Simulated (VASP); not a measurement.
# CaScB2 (P4mm) in VASP: notebook

Runs on CaScB2. Level: PBE. Tasks: single point, relaxation of cell and atoms.

All numbers are computed with VASP 6.6.1; they aren't measurements. Logs are shortened: lines on timing, memory, paths and dates and some standing lists are left out, and cuts for length are marked.

### 1 The cell of the first run

It takes space group P4mm (No. 99, tetragonal). The conventional cell has a = 4.349 Å, b = 4.349 Å, c = 3.192 Å, α = 90.00°, β = 90.00°, γ = 90.00°. Ca (site symmetry 4mm) is surrounded by 8 B at 2.64 to 2.76 Å. Sc (site symmetry 4mm) has 8 B at 2.53 to 2.88 Å as nearest neighbours. B (site symmetry 2mm) has 4 Sc at 2.53 to 2.88 Å and 4 Ca at 2.64 to 2.76 Å as nearest neighbours.

The cell was built by a generator and needn't be a form met in nature.

### 2 Single point, PBE (random cell by space group and Wyckoff sites (P4mm, No. 99))

INCAR reads:

```
  ALGO = Normal
  EDIFF = 1E-6
  ENCUT = 520
  GGA = PE
  ISIF = 2
  ISMEAR = 0
  LASPH = T
  LCHARG = T
  LELF = T
  LREAL = F
  LVHAR = T
  LWAVE = F
  NBANDS = 22
  NELM = 100
  PREC = Accurate
  SIGMA = 0.1
```

KPOINTS reads:

```
k-points
0
Gamma
  4 4 6
```

POSCAR reads:

```
CaScB2
1.0
    4.3485347156      0.0000000000      0.0000000000
    0.0000000000      4.3485347156      0.0000000000
    0.0000000000      0.0000000000      3.1920237995
Ca Sc B
1 1 2
Direct
    0.5000000000      0.5000000000      0.6201560610
    0.0000000000      0.0000000000      0.4968608597
    0.5000000000      0.0000000000      0.0893251947
    0.0000000000      0.5000000000      0.0893251947
```

Potentials or basis: VASP PAW PBE potentials, release 64 (Ca_sv, Sc_sv, B).

Launch:

```sh
cat potpaw_PBE.64/Ca_sv/POTCAR potpaw_PBE.64/Sc_sv/POTCAR potpaw_PBE.64/B/POTCAR > POTCAR
mpirun -np 1 vasp_std > vasp.out
```

OUTCAR:

```text
EDIFF = 1E-6
   ENCUT = 520
   GGA = PE
   ISIF = 2
   ISMEAR = 0
   LASPH = T
   LREAL = F
   NELM = 100
   PREC = Accurate

 ion  position               nearest neighbor table
   1  0.500  0.500  0.620-   3 2.64   4 2.64   3 2.64   4 2.64   2 3.10   2 3.10   2 3.10   2 3.10

   2  0.000  0.000  0.497-   3 2.53   4 2.53   4 2.53   3 2.53   1 3.10   1 3.10   1 3.10   1 3.10

   3  0.500  0.000  0.089-   2 2.53   2 2.53   1 2.64   1 2.64
   4  0.000  0.500  0.089-   2 2.53   2 2.53   1 2.64   1 2.64

  LATTYP: Found a simple tetragonal cell.
 ALAT       =     4.3485347156
 C/A-ratio  =     0.7340458357

  Lattice vectors:

 A1 = (   4.3485347156,   0.0000000000,   0.0000000000)
 A2 = (   0.0000000000,   4.3485347156,   0.0000000000)
 A3 = (   0.0000000000,   0.0000000000,   3.1920237995)

Analysis of symmetry for initial positions (statically):
=====================================================================
 Subroutine PRICEL returns:
 Original cell was already a primitive cell.

 Routine SETGRP: Setting up the symmetry group for a
 simple tetragonal supercell.

 Subroutine GETGRP returns: Found  8 space group operations
 (whereof  8 operations were pure point group operations)
 out of a pool of 16 trial point group operations.

The static configuration has the point symmetry C_4v.

Analysis of symmetry for dynamics (positions and initial velocities):
=====================================================================
 Subroutine PRICEL returns:
 Original cell was already a primitive cell.

 Routine SETGRP: Setting up the symmetry group for a
 simple tetragonal supercell.

 Subroutine GETGRP returns: Found  8 space group operations
 (whereof  8 operations were pure point group operations)
 out of a pool of 16 trial point group operations.

The dynamic configuration has the point symmetry C_4v.

 Subroutine INISYM returns: Found  8 space group operations
 (whereof  8 operations are pure point group operations),
 and found     1 'primitive' translations

----------------------------------------------------------------------------------------

                                     Primitive cell

  volume of cell :      60.3604

  direct lattice vectors                    reciprocal lattice vectors
     4.348534716  0.000000000  0.000000000     0.229962520  0.000000000  0.000000000
     0.000000000  4.348534716  0.000000000     0.000000000  0.229962520  0.000000000
     0.000000000  0.000000000  3.192023799     0.000000000  0.000000000  0.313280872

  length of vectors
     4.348534716  4.348534716  3.192023799     0.229962520  0.229962520  0.313280872

  position of ions in fractional coordinates (direct lattice)
     0.500000000  0.500000000  0.620156061
     0.000000000  0.000000000  0.496860860
     0.500000000  0.000000000  0.089325195
     0.000000000  0.500000000  0.089325195

  ion indices of the primitive-cell ions
   primitive index   ion index
                 1           1
                 2           2
                 3           3
                 4           4

----------------------------------------------------------------------------------------

 KPOINTS: k-points

Automatic generation of k-mesh.
 Grid dimensions read from file:
 generate k-points for:    4    4    6

 Generating k-lattice:

  Cartesian coordinates                     Fractional coordinates (reciprocal lattice)
     0.057490630  0.000000000  0.000000000     0.250000000  0.000000000  0.000000000
     0.000000000  0.057490630  0.000000000     0.000000000  0.250000000  0.000000000
     0.000000000  0.000000000  0.052213479     0.000000000  0.000000000  0.166666667

  Length of vectors
     0.057490630  0.057490630  0.052213479

  Shift w.r.t. Gamma in fractional coordinates (k-lattice)
     0.000000000  0.000000000  0.000000000

 Subroutine IBZKPT returns following result:
 ===========================================

 Found     24 irreducible k-points:

 Following reciprocal coordinates:
            Coordinates               Weight
  0.000000  0.000000  0.000000      1.000000
  0.250000  0.000000  0.000000      4.000000
  0.500000  0.000000  0.000000      2.000000
  0.250000  0.250000  0.000000      4.000000
  0.500000  0.250000  0.000000      4.000000
  0.500000  0.500000  0.000000      1.000000
[... 16 lines left out ...]
  0.500000  0.250000  0.500000      4.000000
  0.500000  0.500000  0.500000      1.000000
   k-points           NKPTS =     24   k-points in BZ     NKDIM =     24   number of bands    NBANDS=     22
   number of dos      NEDOS =    301   number of ions     NIONS =      4
   total plane-waves  NPLWV =  24576
   dimension x,y,z NGX =    32 NGY =   32 NGZ =   24
   dimension x,y,z NGXF=    64 NGYF=   64 NGZF=   48
   ions per type =               1   1   2
   NGX,Y,Z   is equivalent  to a cutoff of  12.23, 12.23, 12.50 a.u.
   NGXF,Y,Z  is equivalent  to a cutoff of  24.47, 24.47, 25.00 a.u.
 SYSTEM =  unknown system
   PREC   = accura    normal or accurate (medium, high low for compatibility)
   ISTART =      0    job   : 0-new  1-cont  2-samecut
   ICHARG =      2    charge: 1-file 2-atom 10-const
   ISPIN  =      1    spin polarized calculation?
   LNONCOLLINEAR =      F non collinear calculations
   LSORBIT =      F    spin-orbit coupling
   LASPH  =      T    aspherical Exc in radial PAW
   ENCUT  =  520.0 eV  38.22 Ry    6.18 a.u.   8.09  8.09  5.94*2*pi/ulx,y,z
   NELM   =    100;   NELMIN=  2; NELMDL= -5     # of ELM steps
   EDIFF  = 0.1E-05   stopping-criterion for ELM
   LREAL  =      F    real-space projection
   EDIFFG = 0.1E-04   stopping-criterion for IOM
   NSW    =      0    number of steps for IOM
   IBRION =     -1    ionic relax: 0-MD 1-quasi-New 2-CG
   NFREE  =      0    steps in history (QN), initial steepest desc. (CG)
   ISIF   =      2    stress and relaxation
   ISYM   =      2    0-nonsym 1-usesym 2-fastsym
   POTIM  = 0.5000    time-step for ionic-motion
   TEBEG  =    0.0;   TEEND  =   0.0 temperature during run
   PSTRESS=    0.0 pullay stress
   NELECT =      27.0000    total number of electrons
   NUPDOWN=      -1.0000    fix difference up-down
   EMIN   =  10.00;   EMAX   =-10.00  energy-range for DOS
   EFERMI =   0.00;   METHOD = LEGACY
   ISMEAR =     0;   SIGMA  =   0.10  broadening in eV -4-tet -1-fermi 0-gaus
   EFERMI_NEDOS =   21; number of points for ismear=-14 and -15
   IALGO  =     38    algorithm
   IMIX   =      4    mixing-type and parameters
     AMIX     =   0.40;   BMIX     =  1.00
     AMIX_MAG =   1.60;   BMIX_MAG =  1.00
  volume/ion in A,a.u.               =      15.09       101.83
  Fermi-wavevector in a.u.,A,eV,Ry     =   1.252022  2.365979 21.327948  1.567560
  Thomas-Fermi vector in A             =   2.385942
   LORBIT       =      0    0 simple, 1 ext, 2 COOP (PROOUT), +10 PAW based schemes
   GGA     = PE    functional components
   LHFCALC =     F    Hartree Fock is set to
   AEXX    =    0.0000 exact exchange contribution
   IVDW    =     0    specifies the selected vdW correction
   LEPSILON=     F    determine dielectric tensor
   LRPA    =     F    only Hartree local field effects (RPA)
 non-spin polarized calculation
 Gauss-broadening in eV      SIGMA  =   0.10
  energy-cutoff  :      520.00
  volume of cell :       60.36
 maximum number of plane-waves:      1652
   NGX = 17   NGY = 17   NGZ = 11

 number of electron      27.0000001 magnetization

 Free energy of the ion-electron system (eV)
  ---------------------------------------------------
  ext. energy  EPLUGINS =         0.00000000
  ---------------------------------------------------
  free energy    TOTEN  =       -19.75391663 eV

  energy without entropy =      -19.74513962  energy(sigma->0) =      -19.74952813

 E-fermi :   4.4981     XC(G=0): -10.6376

 val. band max:        4.4507684519   @ k =   0.0000   0.0000   0.0000
 cond. band min:       4.5031069289   @ k =   0.5000   0.2500   0.1667
 fundamental gap:      0.0523384771
 Fermi energy:         4.4980657719

 k-point     1 :       0.0000    0.0000    0.0000
  band No.  band energies     occupation
      1     -44.8160      2.00000
      2     -35.1094      2.00000
      3     -23.4927      2.00000
      4     -23.4927      2.00000
      5     -23.2821      2.00000
      6     -16.2601      2.00000
[... 14 lines left out ...]
     21       7.6865      0.00000
     22       9.3959      0.00000

 k-point     2 :       0.2500    0.0000    0.0000
  band No.  band energies     occupation
      1     -44.8157      2.00000
      2     -35.1091      2.00000
      3     -23.4974      2.00000
      4     -23.4907      2.00000
      5     -23.2817      2.00000
      6     -16.2961      2.00000
[... 14 lines left out ...]
     21       8.9573      0.00000
     22       9.5037      0.00000

 k-point     3 :       0.5000    0.0000    0.0000
  band No.  band energies     occupation
      1     -44.8154      2.00000
      2     -35.1087      2.00000
      3     -23.5021      2.00000
      4     -23.4886      2.00000
      5     -23.2813      2.00000
      6     -16.3316      2.00000
[... 14 lines left out ...]
     21       9.5141      0.00000
     22       9.5157      0.00000

 k-point     4 :       0.2500    0.2500    0.0000
  band No.  band energies     occupation
      1     -44.8154      2.00000
      2     -35.1083      2.00000
      3     -23.5012      2.00000
      4     -23.4954      2.00000
      5     -23.2813      2.00000
      6     -16.3006      2.00000
[... 14 lines left out ...]
     21       8.8079      0.00000
     22       9.9686      0.00000

 k-point     5 :       0.5000    0.2500    0.0000
  band No.  band energies     occupation
      1     -44.8152      2.00000
      2     -35.1076      2.00000
      3     -23.5059      2.00000
      4     -23.4992      2.00000
      5     -23.2808      2.00000
      6     -16.3179      2.00000
[... 14 lines left out ...]
     21       9.6047      0.00000
     22      10.3266      0.00000

 k-point     6 :       0.5000    0.5000    0.0000
  band No.  band energies     occupation
      1     -44.8149      2.00000
      2     -35.1065      2.00000
      3     -23.5097      2.00000
      4     -23.5097      2.00000
      5     -23.2803      2.00000
      6     -16.3043      2.00000
[... 14 lines left out ...]
     21      10.1523      0.00000
     22      11.2490      0.00000

 k-point     7 :       0.0000    0.0000    0.1667
  band No.  band energies     occupation
      1     -44.8095      2.00000
      2     -35.0939      2.00000
      3     -23.4844      2.00000
      4     -23.4844      2.00000
      5     -23.3495      2.00000
      6     -16.2388      2.00000
[... 324 lines left out ...]
      6     -16.5279      2.00000
[... 14 lines left out ...]
     21       9.4376      0.00000
     22      10.3914      0.00000

 k-point    21 :       0.5000    0.0000    0.5000
  band No.  band energies     occupation
      1     -44.7892      2.00000
      2     -35.0460      2.00000
      3     -23.5455      2.00000
      4     -23.4682      2.00000
      5     -23.4557      2.00000
      6     -16.5240      2.00000
[... 14 lines left out ...]
     21       9.1374      0.00000
     22       9.4379      0.00000

 k-point    22 :       0.2500    0.2500    0.5000
  band No.  band energies     occupation
      1     -44.7892      2.00000
      2     -35.0457      2.00000
      3     -23.5455      2.00000
      4     -23.4668      2.00000
      5     -23.4620      2.00000
      6     -16.5240      2.00000
[... 14 lines left out ...]
     21       9.4015      0.00000
     22      10.2543      0.00000

 k-point    23 :       0.5000    0.2500    0.5000
  band No.  band energies     occupation
      1     -44.7890      2.00000
      2     -35.0450      2.00000
      3     -23.5446      2.00000
      4     -23.4713      2.00000
      5     -23.4651      2.00000
      6     -16.5202      2.00000
[... 14 lines left out ...]
     21       9.3992      0.00000
     22       9.8034      0.00000

 k-point    24 :       0.5000    0.5000    0.5000
  band No.  band energies     occupation
      1     -44.7887      2.00000
      2     -35.0439      2.00000
      3     -23.5438      2.00000
      4     -23.4744      2.00000
      5     -23.4744      2.00000
      6     -16.5164      2.00000
[... 14 lines left out ...]
     21       9.2557      0.00000
     22       9.5178      0.00000

------------------------ aborting loop because EDIFF is reached ----------------------------------------

  FORCE on cell =-STRESS in cart. coord.  units (eV):
  Direction    XX          YY          ZZ          XY          YZ          ZX
  --------------------------------------------------------------------------------------
  -------------------------------------------------------------------------------------
  Total        0.1029167      0.1029167      0.0668782      0.0000000      0.0000000      0.0000000
  in kB        2.7317716      2.7317716      1.7751825      0.0000000      0.0000000      0.0000000
  external PRESSURE =       2.4129085 kB  Pullay stress =       0.0000000 kB

 VOLUME and BASIS-vectors are now :
 -----------------------------------------------------------------------------
  energy-cutoff  :      520.00
  volume of cell :       60.36
      direct lattice vectors                 reciprocal lattice vectors
     4.348534716  0.000000000  0.000000000     0.229962520  0.000000000  0.000000000
     0.000000000  4.348534716  0.000000000     0.000000000  0.229962520  0.000000000
     0.000000000  0.000000000  3.192023799     0.000000000  0.000000000  0.313280872

 POSITION                                       TOTAL-FORCE (eV/Angst)
 -----------------------------------------------------------------------------------
      2.17427      2.17427      1.97955         0.000000      0.000000     -0.003797
      0.00000      0.00000      1.58599        -0.000000      0.000000     -0.012317
      2.17427      0.00000      0.28513         0.000000     -0.000000      0.008057
      0.00000      2.17427      0.28513         0.000000      0.000000      0.008057
 -----------------------------------------------------------------------------------
    total drift:                                0.000000     -0.000000     -0.000263

  FREE ENERGIE OF THE ION-ELECTRON SYSTEM (eV)
  ---------------------------------------------------
  free  energy   TOTEN  =       -19.7539166304 eV

  energy  without entropy=      -19.7451396207  energy(sigma->0) =      -19.74952813
```

Run time: 25 s. Hardware: 1 thread of AMD EPYC 7R13 (Zen 3), shared host; peak memory 0.15 GiB.

Results:

```
Free energy            : -19.7539 eV
Pressure               : 0.2 GPa
Largest force          : 0.012 eV/Å
Band gap on the k mesh : none (metal or under the smearing width)
```

Forces in eV/Å, atoms in the order of the input:
```
Ca   0.000  0.000 -0.004
Sc   0.000  0.000 -0.012
B    0.000  0.000  0.008
B    0.000  0.000  0.008
```

Levels at points of the mesh, in eV from the Fermi level:
```csv
k point,band 10,band 11,band 12,band 13,band 14,band 15,band 16,band 17,band 18,band 19
"(0.00, 0.00, 0.00)",-5.54,-1.33,-1.33,-0.05,0.61,1.63,2.55,2.55,3.01,3.06
"(0.50, 0.00, 0.00)",-6.89,-1.51,-0.69,-0.67,-0.53,0.97,1.27,2.35,2.73,3.48
"(0.50, 0.50, 0.00)",-5.85,-4.20,-3.65,0.56,0.89,0.89,1.09,1.87,2.04,4.27
"(0.00, 0.00, 0.50)",-3.96,-3.07,-2.64,-2.64,-2.39,1.16,1.16,1.36,4.44,5.00
"(0.50, 0.00, 0.50)",-5.44,-2.45,-2.41,-1.49,-0.98,1.06,1.74,2.26,2.68,3.44
"(0.50, 0.50, 0.50)",-5.68,-1.86,-1.32,-1.32,-1.26,1.09,1.17,1.85,3.24,3.24
```

Caveat: the k mesh is coarse (spacing up to 0.36 Å⁻¹), so the values aren't converged.

### 3 Relaxation of cell and atoms, PBE (random cell by space group and Wyckoff sites (P4mm, No. 99))

INCAR reads:

```
PREC = Accurate
ENCUT = 600
EDIFF = 1E-6
ISMEAR = 0
SIGMA = 0.1
LREAL = F
LASPH = T
NELM = 100
ALGO = Normal
ISIF = 3
LWAVE = F
LCHARG = F
GGA = PE
IBRION = 2
NSW = 90
EDIFFG = -0.04
```

KPOINTS reads:

```
regular mesh
0
Gamma
  4 4 6
```

POSCAR reads:

```
CaScB2
1.0
    4.3080437200      0.0000000000      0.0000000000
    0.0000000000      4.3080437200      0.0000000000
    0.0000000000      0.0000000000      3.4442482200
Ca Sc B
1 1 2
Direct
    0.5000000000      0.5000000000      0.7042335700
    0.0000000000      0.0000000000      0.4288547600
    0.5000000000      0.0000000000      0.0812894900
    0.0000000000      0.5000000000      0.0812894900
```

Potentials or basis: VASP PAW PBE potentials, release 64 (Ca_sv, Sc_sv, B).

Launch:

```sh
cat potpaw_PBE.64/Ca_sv/POTCAR potpaw_PBE.64/Sc_sv/POTCAR potpaw_PBE.64/B/POTCAR > POTCAR
mpirun -np 1 vasp_std > vasp.out
```

Run time: 3.4 min. Hardware: 1 thread of AMD EPYC 7R13 (Zen 3), shared host; peak memory 0.19 GiB.

It converged, with:

```yaml
Free_energy: -19.7559 eV
Relaxed_volume: 15.29 Å³/atom
Relaxed_cell: a = 4.365 Å, b = 4.365 Å, c = 3.210 Å, α = 90.00°, β = 90.00°, γ = 90.00°
Space_group_after_relaxing_to_0.05_Å: P4mm (No. 99)
Energy_gained_by_relaxing: 58.2 meV/atom
Ionic_steps: 11
Pressure_after_relaxing: -0.3 GPa
Largest_force_after_relaxing: 0.019 eV/Å
Band_gap_on_the_k_mesh: none (metal or under the smearing width)
```

Forces in eV/Å, atoms in the order of the input:
```
Ca   0.000  0.000  0.017
Sc   0.000  0.000  0.019
B    0.000  0.000 -0.018
B    0.000  0.000 -0.018
```

Stress tensor (GPa, compression positive):
```
-0.17  0.00  0.00
 0.00 -0.17  0.00
 0.00  0.00 -0.41
```

Step by step:
| step | energy change (eV) | largest force (eV/Å) | pressure (GPa) | volume (Å³) |
| --- | --- | --- | --- | --- |
| 1 | 0.0000 | 1.1119 | -1.08 | 63.92 |
| 2 | -0.1079 | 0.8036 | -0.23 | 62.91 |
| 3 | -0.1699 | 0.6566 | 2.43 | 60.91 |
| 4 | -0.1740 | 0.5734 | 1.84 | 61.30 |
| 5 | -0.2017 | 0.3175 | -0.98 | 62.98 |
| 6 | -0.2019 | 0.2995 | -1.19 | 63.12 |
| 7 | -0.2174 | 0.2188 | -0.66 | 62.36 |
| 8 | -0.2298 | 0.1141 | 0.46 | 60.94 |
| 9 | -0.2301 | 0.1062 | 0.66 | 60.69 |
| 10 | -0.2324 | 0.0086 | -0.56 | 61.31 |
| 11 | -0.2327 | 0.0193 | -0.25 | 61.15 |

Final structure:
```
Ca Sc B
1.0
     4.36483    0.00000    0.00000
     0.00000    4.36483    0.00000
     0.00000    0.00000    3.20953
Ca Sc B
1 1 2
Direct
  0.50000 0.50000 0.62722
  0.00000 0.00000 0.48246
  0.50000 0.00000 0.09300
  0.00000 0.50000 0.09300
```

Levels at points of the mesh, in eV from the Fermi level:
```csv
k point,band 10,band 11,band 12,band 13,band 14,band 15,band 16,band 17
"(0.00, 0.00, 0.00)",-5.51,-1.33,-1.33,-0.11,0.66,1.66,2.51,2.87
"(0.50, 0.00, 0.00)",-6.85,-1.50,-0.68,-0.65,-0.54,0.88,1.33,2.43
"(0.50, 0.50, 0.00)",-5.84,-4.13,-3.63,0.52,1.00,1.00,1.12,1.88
"(0.00, 0.00, 0.50)",-3.92,-3.15,-2.56,-2.56,-2.29,1.14,1.14,1.42
"(0.50, 0.00, 0.50)",-5.40,-2.41,-2.39,-1.43,-1.00,0.94,1.70,2.35
"(0.50, 0.50, 0.50)",-5.62,-1.83,-1.33,-1.33,-1.32,1.10,1.28,1.70
```

Caveat: the k mesh is coarse (spacing up to 0.36 Å⁻¹), so the values aren't converged.
